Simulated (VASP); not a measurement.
An input for Quantum ESPRESSO's pw.x (written as the equivalent of a VASP run, and not itself run):

```
&CONTROL
  calculation = 'scf'
  pseudo_dir = './pseudo'
  outdir = './out'
  tprnfor = .true.
  tstress = .true.
/
&SYSTEM
  ibrav = 0
  nat = 2
  ntyp = 2
  ecutwfc = 90
  occupations = 'smearing'
  smearing = 'methfessel-paxton'
  degauss = 0.00735
  input_dft = 'pbe'
/
&ELECTRONS
  conv_thr = 7.3e-08
  electron_maxstep = 100
/
ATOMIC_SPECIES
  Al 26.982 Al.upf
  Fe 55.845 Fe.upf
CELL_PARAMETERS angstrom
     2.9682000    0.0000000    0.0000000
     0.0000000    2.9682000    0.0000000
     0.0000000    0.0000000    2.9682000
ATOMIC_POSITIONS crystal
  Al   0.5000000  0.5000000  0.5000000
  Fe   0.0000000  0.0000000  0.0000000
K_POINTS automatic
  11 11 11 0 0 0
```

**Question.** Translate this input to VASP (INCAR, KPOINTS, POSCAR, choice of POTCAR).

**Answer.** This is not unique; one that fits is 
### KPOINTS
```
Automatic
0
G
  11 11 11
0 0 0
```

INCAR:
```
SYSTEM = FeAl
PREC = Accurate
ENCUT = 400
EDIFF = 1E-6
NELM = 100
ALGO = Normal
LREAL = .FALSE.
LASPH = .TRUE.
ISMEAR = 1
SIGMA = 0.1
GGA = PE
LMAXMIX = 4
LWAVE = .FALSE.
LCHARG = .FALSE.
ISIF = 2
NBANDS = 6
```

**POSCAR**
```
FeAl
1
    2.9682000000     0.0000000000     0.0000000000
    0.0000000000     2.9682000000     0.0000000000
    0.0000000000     0.0000000000     2.9682000000
Al Fe
1 1
Direct
  0.5000000000   0.5000000000   0.5000000000
  0.0000000000   0.0000000000   0.0000000000
```

POTCAR, in this order: Al Fe (PBE.64 set). Program: vasp_std.

Limits of the translation: the potentials are each code's own (VASP's PAW set, PseudoDojo norm-conserving files in pw.x), so ENCUT and ecutwfc are chosen apart and not converted; conv_thr bounds pw.x's estimated SCF error, while EDIFF bounds the energy change between steps; the number of bands isn't carried over, since the valence differs with the files.

The compound is FeAl in the CsCl type structure. The cell was not relaxed at this level. The run is one of a series of settings (NBANDS = 6 against the base run), some of them coarse on purpose.
